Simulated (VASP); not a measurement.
These are PBE GGA, VASP's PBE PAW potentials (set 64) (plane waves; VASP) values and carry that method's errors.

VASP ran on this input.

### INCAR
```
LASPH  =  .TRUE.
LCHARG  =  .FALSE.
EDIFF  =  1E-6   # SCF stop (eV)
GGA  =  PE   # PBE
PREC  =  Accurate
NELM  =  100
ISMEAR  =  -1   # Fermi-Dirac
ISIF  =  2   # forces and stress, cell fixed
SYSTEM  =  ScCd2
LWAVE  =  .FALSE.
SIGMA  =  0.1   # width (eV)
ENCUT  =  300   # plane-wave cut-off (eV)
LREAL  =  .FALSE.   # projection in real space or not
LMAXMIX  =  4   # l cut-off of mixed one-centre charges
ALGO  =  Normal
```

File KPOINTS:
```
Automatic mesh
0
Gamma
4 4 4
0 0 0
```

File POSCAR:
```
ScCd2
5.9672180
  0.0000000000   0.7071067288   0.7071067288
  0.7071067288   0.0000000000   0.7071067288
  0.7071067288   0.7071067288   0.0000000000
Cd Sc
4 2
Cart
  0.1767766822   0.1767766822   0.1767766822
  0.1767766822   0.5303300466   0.5303300466
  0.5303300466   0.1767766822   0.5303300466
  0.5303300466   0.5303300466   0.1767766822
  1.0606600932   1.0606600932   1.0606600932
  0.7071067288   0.7071067288   0.7071067288
```

POTCAR, in this order: Cd Sc_sv (PBE.64 set). Program: vasp_std.

Output

### OUTCAR
```
 ion  position               nearest neighbor table
   1  0.125  0.125  0.125-   2 2.98   3 2.98   4 2.98   4 2.98   3 2.98   2 2.98   5 3.50   6 3.50
                             5 3.50   6 3.50   5 3.50   6 3.50
   2  0.625  0.125  0.125-   1 2.98   4 2.98   3 2.98   1 2.98   3 2.98   4 2.98   6 3.50   5 3.50
                             6 3.50   5 3.50   6 3.50   5 3.50
   3  0.125  0.625  0.125-   1 2.98   4 2.98   1 2.98   2 2.98   4 2.98   2 2.98   5 3.50   6 3.50
                             5 3.50   6 3.50   6 3.50   5 3.50
   4  0.125  0.125  0.625-   1 2.98   1 2.98   2 2.98   3 2.98   3 2.98   2 2.98   5 3.50   6 3.50
                             5 3.50   6 3.50   6 3.50   5 3.50
   5  0.750  0.750  0.750-   2 3.50   3 3.50   2 3.50   4 3.50   3 3.50   4 3.50   1 3.50   4 3.50
                             1 3.50   1 3.50   2 3.50   3 3.50
   6  0.500  0.500  0.500-   3 3.50   4 3.50   2 3.50   4 3.50   2 3.50   3 3.50   1 3.50   1 3.50
                             1 3.50   2 3.50   3 3.50   4 3.50
  LATTYP: Found a face centered cubic cell.
 ALAT       =     8.4389200000
 Subroutine PRICEL returns:
 Original cell was already a primitive cell.
 Subroutine GETGRP returns: Found 48 space group operations
The static configuration has the point symmetry T_d .
 The point group associated with its full space group is O_h .
The dynamic configuration has the point symmetry T_d .
 Subroutine INISYM returns: Found 48 space group operations
 Subroutine IBZKPT returns following result:
 Found      8 irreducible k-points:

...
```

OSZICAR:
```
       N       E                     dE             d eps       ncg     rms          rms(c)
DAV:   1     0.693823648075E+03    0.69382E+03   -0.26004E+04   720   0.113E+03
DAV:   2     0.445367645431E+02   -0.64929E+03   -0.64079E+03   704   0.452E+02
DAV:   3    -0.162423409509E+02   -0.60779E+02   -0.59245E+02  1086   0.132E+02
DAV:   4    -0.184876609755E+02   -0.22453E+01   -0.21984E+01  1072   0.265E+01
DAV:   5    -0.185081625169E+02   -0.20502E-01   -0.20420E-01   992   0.264E+00    0.963E+00
DAV:   6    -0.163620067733E+02    0.21462E+01   -0.10568E+01   926   0.167E+01    0.451E+00
DAV:   7    -0.162360835224E+02    0.12592E+00   -0.81286E-01   922   0.482E+00    0.386E+00
DAV:   8    -0.161982446930E+02    0.37839E-01   -0.15655E-01  1030   0.228E+00    0.126E+00
DAV:   9    -0.161950659885E+02    0.31787E-02   -0.28626E-02   910   0.109E+00    0.163E-01
DAV:  10    -0.161951856708E+02   -0.11968E-03   -0.94082E-03   998   0.430E-01    0.138E-01
DAV:  11    -0.161949475286E+02    0.23814E-03   -0.38550E-03   984   0.296E-01    0.402E-02
DAV:  12    -0.161949091603E+02    0.38368E-04   -0.23893E-04   968   0.805E-02    0.866E-03
DAV:  13    -0.161949091184E+02    0.41932E-07   -0.10807E-05   768   0.179E-02    0.165E-03
DAV:  14    -0.161949092183E+02   -0.99963E-07   -0.24803E-07   480   0.525E-03
   1 F= -.16194909E+02 E0= -.16065827E+02  d E =-.258165E+00
```

**OUTCAR**
```
------------------------ aborting loop because EDIFF is reached ----------------------------------------
  FORCE on cell =-STRESS in cart. coord.  units (eV):
  Direction    XX          YY          ZZ          XY          YZ          ZX
  --------------------------------------------------------------------------------------
  Total       -5.1996139     -5.1996139     -5.1996139      0.0000000      0.0000000     -0.0000000
  in kB      -55.4473834    -55.4473834    -55.4473834      0.0000000      0.0000000     -0.0000000
  external PRESSURE =     -55.4473834 kB  Pullay stress =       0.0000000 kB
  volume of cell :      150.25
      direct lattice vectors                 reciprocal lattice vectors
     0.000000000  4.219460000  4.219460000    -0.118498576  0.118498576  0.118498576
     4.219460000  0.000000000  4.219460000     0.118498576 -0.118498576  0.118498576
     4.219460000  4.219460000  0.000000000     0.118498576  0.118498576 -0.118498576
 POSITION                                       TOTAL-FORCE (eV/Angst)
 -----------------------------------------------------------------------------------
      1.05486      1.05486      1.05486         0.000000     -0.000000     -0.000000
      1.05486      3.16459      3.16459         0.000000     -0.000000     -0.000000
      3.16459      1.05486      3.16459         0.000000     -0.000000     -0.000000
      3.16459      3.16459      1.05486         0.000000     -0.000000     -0.000000
      6.32919      6.32919      6.32919         0.000000      0.000000      0.000000
      4.21946      4.21946      4.21946        -0.000000     -0.000000     -0.000000
 -----------------------------------------------------------------------------------
    total drift:                                0.000000      0.000000      0.000000
  FREE ENERGIE OF THE ION-ELECTRON SYSTEM (eV)
  ---------------------------------------------------
  free  energy   TOTEN  =       -16.1949092183 eV

  energy  without entropy=      -15.9367443974  energy(sigma->0) =      -16.06582681
```
(Selected blocks of OUTCAR.)

At this cut-off the stress carries a Pulay error, which pulls relaxed volumes low.

The structure was generated: ScCd2 was put into an ordered model structure (Fd-3m), which need not be its known phase. The cell was not relaxed at this level. The k-mesh is coarse (spacing up to 0.32 per Å, 2π included), so the numbers may not be converged in it.
